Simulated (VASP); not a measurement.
Method: PBE GGA, VASP's PBE PAW potentials (set 64) (plane waves; VASP).

VASP input:

File POSCAR:
```
PtS2
1
    1.7700000000    -3.0657300000     0.0000000000
    1.7700000000     3.0657300000     0.0000000000
    0.0000000000     0.0000000000     5.0400000000
Pt S
1 2
Direct
  0.0000000000   0.0000000000   0.0000000000
  0.3333330000   0.6666670000   0.2300000000
  0.6666670000   0.3333330000   0.7700000000
```

### INCAR
```
SYSTEM = PtS2
PREC = Accurate
ENCUT = 400
EDIFF = 1E-6
NELM = 100
ALGO = VeryFast
LREAL = .FALSE.
LASPH = .TRUE.
ISMEAR = 0
SIGMA = 0.05
GGA = PE
LMAXMIX = 6
LWAVE = .FALSE.
LCHARG = .FALSE.
ISIF = 2
```

### KPOINTS
```
Automatic mesh
0
Gamma
7 7 4
0 0 0
```

POTCAR, in this order: Pt S (PBE.64 set). Program: vasp_std.

Output

OSZICAR:
```
       N       E                     dE             d eps       ncg     rms          rms(c)
RMM:   1     0.216157969448E+03    0.21616E+03   -0.64306E+03   420   0.908E+02
RMM:   2     0.476766416787E+02   -0.16848E+03   -0.16588E+03   420   0.233E+02
RMM:   3     0.361470630409E+01   -0.44062E+02   -0.43986E+02   420   0.109E+02
RMM:   4    -0.101258839036E+02   -0.13741E+02   -0.10907E+02   420   0.636E+01
RMM:   5    -0.142697265264E+02   -0.41438E+01   -0.35028E+01   420   0.343E+01
RMM:   6    -0.157352260384E+02   -0.14655E+01   -0.12777E+01   420   0.202E+01
RMM:   7    -0.162840471103E+02   -0.54882E+00   -0.49076E+00   420   0.119E+01
RMM:   8    -0.165039873082E+02   -0.21994E+00   -0.19991E+00   420   0.726E+00
RMM:   9    -0.166421868560E+02   -0.13820E+00   -0.12973E+00  1074   0.443E+00
RMM:  10    -0.166776723063E+02   -0.35485E-01   -0.31476E-01  1062   0.198E+00
RMM:  11    -0.166830962050E+02   -0.54239E-02   -0.52039E-02  1066   0.836E-01
RMM:  12    -0.166850604697E+02   -0.19643E-02   -0.20465E-02  1075   0.432E-01    0.203E+01
RMM:  13    -0.155720032690E+02    0.11131E+01   -0.79221E+00  1680   0.168E+01    0.124E+01
RMM:  14    -0.153283858482E+02    0.24362E+00   -0.87450E-01  1607   0.539E+00    0.656E+00
RMM:  15    -0.152957548568E+02    0.32631E-01   -0.37963E-02   997   0.152E+00    0.621E-01
RMM:  16    -0.152958713163E+02   -0.11646E-03   -0.63538E-03   978   0.506E-01    0.133E-01
RMM:  17    -0.152960272516E+02   -0.15594E-03   -0.99020E-04   982   0.213E-01    0.691E-02
RMM:  18    -0.152960954108E+02   -0.68159E-04   -0.40486E-04   995   0.111E-01    0.275E-02
RMM:  19    -0.152961036244E+02   -0.82136E-05   -0.99404E-05  1015   0.500E-02    0.871E-03
RMM:  20    -0.152961069942E+02   -0.33698E-05   -0.38895E-05   972   0.238E-02    0.709E-03
RMM:  21    -0.152961079657E+02   -0.97148E-06   -0.13579E-05   624   0.112E-02    0.100E-03
RMM:  22    -0.152961085703E+02   -0.60466E-06   -0.64916E-06   595   0.577E-03
   1 F= -.15296109E+02 E0= -.15296109E+02  d E =-.429314E-11
```

OUTCAR:
```
------------------------ aborting loop because EDIFF is reached ----------------------------------------
  FORCE on cell =-STRESS in cart. coord.  units (eV):
  Direction    XX          YY          ZZ          XY          YZ          ZX
  --------------------------------------------------------------------------------------
  Total        3.6284805      3.6284807      3.1017955      0.0000000      0.0000000      0.0000000
  in kB      106.2839472    106.2839521     90.8565091      0.0000000      0.0000000      0.0000000
  external PRESSURE =     101.1414695 kB  Pullay stress =       0.0000000 kB
  volume of cell :       54.70
      direct lattice vectors                 reciprocal lattice vectors
     1.770000000 -3.065730000  0.000000000     0.282485876 -0.163093293  0.000000000
     1.770000000  3.065730000  0.000000000     0.282485876  0.163093293  0.000000000
     0.000000000  0.000000000  5.040000000     0.000000000  0.000000000  0.198412698
 POSITION                                       TOTAL-FORCE (eV/Angst)
 -----------------------------------------------------------------------------------
      0.00000      0.00000      0.00000        -0.000000      0.000000      0.000000
      1.77000      1.02191      1.15920         0.000000     -0.000000      1.015157
      1.77000     -1.02191      3.88080        -0.000000      0.000000     -1.015157
 -----------------------------------------------------------------------------------
    total drift:                               -0.000000     -0.000000      0.000000
  FREE ENERGIE OF THE ION-ELECTRON SYSTEM (eV)
  ---------------------------------------------------
  free  energy   TOTEN  =       -15.2961085703 eV

  energy  without entropy=      -15.2961085703  energy(sigma->0) =      -15.29610857
```
(Selected blocks of OUTCAR.)

The compound is PtS2 in the 1T layered structure. The cell was not relaxed at this level. The run is one of a series of settings (ALGO = VeryFast against the base run), some of them coarse on purpose.
